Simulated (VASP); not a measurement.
VASP ran on this input.

POSCAR:
```
InAs
1.0
  0.0000000000   3.1027220000   3.0178390000
  3.0763350000   0.0000000000   3.0178390000
  3.0763350000   3.1027220000   0.0000000000
In As
1 1
Cartesian
  0.0000000000   0.0000000000   0.0000000000
  1.6322295190   1.5513610000   1.5089195000
```

### KPOINTS
```
K-points
0
G
7 7 7
```

INCAR:
```
! general
SYSTEM =InAs
PREC   =Accurate
ENCUT  =400
LREAL  =.FALSE.   ! projection in real space or not
LASPH  =.TRUE.

! electronic loop
EDIFF  =1E-6   ! SCF stop (eV)
NELM   =100   ! most electronic steps
ALGO   =Normal   ! blocked Davidson
LMAXMIX=4   ! l cut-off of mixed one-centre charges

! smearing
ISMEAR =0   ! Gaussian
SIGMA  =0.05   ! width (eV)

! functional
GGA    =PE   ! PBE

! ions
ISIF   =2   ! forces and stress, cell fixed

! output
LWAVE  =.FALSE.
LCHARG =.FALSE.
```

POTCAR, in this order: In_d As (PBE.64 set). Program: vasp_std.

Q: Translate this PBE calculation to Ansatz.

A: One equivalent input (not run):
Ansatz 0.2 input:
```yaml
crystal:
  lattice:
    - [0.0000000, 3.1027220, 3.0178390]
    - [3.0763350, 0.0000000, 3.0178390]
    - [3.0763350, 3.1027220, 0.0000000]
  atoms:
    - { symbol: In, position: [0.0000000, 0.0000000, 0.0000000] }
    - { symbol: As, position: [0.2347120, 0.2652880, 0.2652880] }
kpoints:
  mp_grid: { grid: [7, 7, 7] }
hamiltonian:
  xc: pbe
  pseudopotentials: { kind: paw }
scf:
  occupations: { method: gaussian, width: 0.05 }
  max_iter: 100
output: { forces: true, stress: true, eigenvalues: true }
```
What does not carry over: each code has its own PAW files, so the cut-off isn't converted (ENCUT is set for VASP's; basis.ecutwfc is left out, and Ansatz then takes the one that its files recommend); Ansatz stops its SCF on the density residual and VASP on the energy change (EDIFF).

The compound is InAs in the zinc blende structure. The cell was not relaxed at this level, atoms are displaced from their ideal sites.
